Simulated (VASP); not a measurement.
Computed with PBEsol GGA, VASP's PBE PAW potentials (set 64) (plane waves; VASP).

The input files of a VASP run:

### INCAR
```
ICHARG=11   ! fixed density
SYSTEM=Ta2Si
NELM=100
LMAXMIX=6
PREC=Accurate
LWAVE=.FALSE.
LCHARG=.FALSE.
EDIFF=1E-7   ! SCF stop (eV)
ENCUT=400
LORBIT=11   ! lm-projected
GGA=PS
ALGO=Normal   ! blocked Davidson
LREAL=.FALSE.   ! projection in real space or not
SIGMA=0.05
ISMEAR=0   ! Gaussian
LASPH=.TRUE.   ! aspherical one-centre terms
```

POSCAR:
```
Ta2Si
1
    7.0372214211    -0.0000000196    -0.0000000000
   -3.5186112462     6.0944127107     0.0000000000
    0.0000000000     0.0000000000     3.3562019996
Ta Si
6 3
Direct
  0.2628634161   0.0000000000   0.0000000000
  0.0000000000   0.2628634161   1.0000000000
  0.7371365839   0.7371365839   0.0000000000
  0.5994272278   0.0000000000   0.5000000000
  0.0000000000   0.5994272278   0.5000000000
  0.4005727722   0.4005727722   0.5000000000
  0.0000000000   1.0000000000   0.5000000000
  0.3333330000   0.6666670000   1.0000000000
  0.6666670000   0.3333330000   0.0000000000
```

### KPOINTS
```
k-points along high-symmetry lines
10
Line-mode
Reciprocal
  0.000000   0.000000   0.000000 ! GAMMA
  0.500000   0.000000   0.000000 ! M

  0.500000   0.000000   0.000000 ! M
  0.333333   0.333333   0.000000 ! K

  0.333333   0.333333   0.000000 ! K
  0.000000   0.000000   0.000000 ! GAMMA

  0.000000   0.000000   0.000000 ! GAMMA
  0.000000   0.000000   0.500000 ! A

  0.000000   0.000000   0.500000 ! A
  0.500000   0.000000   0.500000 ! L

  0.500000   0.000000   0.500000 ! L
  0.333333   0.333333   0.500000 ! H

  0.333333   0.333333   0.500000 ! H
  0.000000   0.000000   0.500000 ! A

  0.500000   0.000000   0.500000 ! L
  0.500000   0.000000   0.000000 ! M

  0.333333   0.333333   0.500000 ! H
  0.333333   0.333333   0.000000 ! K
```

POTCAR, in this order: Ta_pv Si (PBE.64 set). Program: vasp_std. Read from the step before: CHGCAR.

The resulting files:

OSZICAR:
```
       N       E                     dE             d eps       ncg     rms          rms(c)
DAV:   1     0.653206282632E+03    0.65321E+03   -0.37108E+04  8296   0.142E+03
DAV:   2    -0.606023468790E+02   -0.71381E+03   -0.69732E+03  9222   0.440E+02
DAV:   3    -0.948819671911E+02   -0.34280E+02   -0.32733E+02 10642   0.821E+01
DAV:   4    -0.959382780480E+02   -0.10563E+01   -0.10280E+01 10344   0.124E+01
DAV:   5    -0.959688305553E+02   -0.30553E-01   -0.30300E-01 10696   0.189E+00
DAV:   6    -0.959696692916E+02   -0.83874E-03   -0.83693E-03 10482   0.293E-01
DAV:   7    -0.959697010432E+02   -0.31752E-04   -0.31721E-04 10820   0.508E-02
DAV:   8    -0.959697022612E+02   -0.12180E-05   -0.12178E-05 10294   0.881E-03
DAV:   9    -0.959697023158E+02   -0.54613E-07   -0.55235E-07  8054   0.168E-03
   1 F= -.95969702E+02 E0= -.95963395E+02  d E =-.126143E-01
```

File OUTCAR:
```
 val. band max:        7.3430553993   @ k =   0.0000   0.0000   0.4444

 cond. band min:       7.3512849568   @ k =   0.4815   0.0370   0.5000



 k-point     1 :       0.0000    0.0000    0.0000
  band No.  band energies     occupation
      1     -27.2764      2.00000
      2     -27.1599      2.00000
      3     -27.1310      2.00000
      4     -27.1309      2.00000
      5     -27.1039      2.00000
      6     -27.1038      2.00000
      7     -27.0243      2.00000
      8     -26.9465      2.00000
      9     -26.9465      2.00000
     10     -26.5416      2.00000
     11     -26.5416      2.00000
     12     -26.4634      2.00000
     13     -26.3583      2.00000
     14     -26.3562      2.00000
     15     -26.3561      2.00000
     16     -26.3145      2.00000
     17     -26.3145      2.00000
     18     -26.3046      2.00000
     19      -3.8464      2.00000
     20      -1.5365      2.00000
     21      -1.1949      2.00000
     22       1.6294      2.00000
     23       1.6295      2.00000
     24       2.0586      2.00000
     25       2.0586      2.00000
     26       3.7588      2.00000
     27       3.7833      2.00000
     28       3.7833      2.00000
     29       4.7524      2.00000
     30       5.1084      2.00000
     31       5.4824      2.00000
     32       5.4824      2.00000
     33       5.5711      2.00000
     34       5.5903      2.00000
     35       5.5903      2.00000
     36       6.9846      2.00000
     37       6.9846      2.00000
     38       7.8028      0.00000
     39       7.8028      0.00000
     40       8.1057      0.00000
     41       8.2771      0.00000
     42       8.2772      0.00000
     43       8.7254      0.00000
     44       8.7337      0.00000
     45       8.7798      0.00000
     46       8.7804      0.00000

 k-point     2 :       0.0556    0.0000    0.0000
  band No.  band energies     occupation
      1     -27.2753      2.00000
      2     -27.1624      2.00000
      3     -27.1335      2.00000
...
```

The density is held fixed in this step, so its total energy and stress have no physical meaning. Unless said otherwise, spin-orbit coupling is left out, though it shifts the bands of the heavy elements here.

The structure was generated: Ta2Si was put into the Fe2P type (P-62m), which need not be its known phase. It was relaxed first, which changed the volume by -9 %.
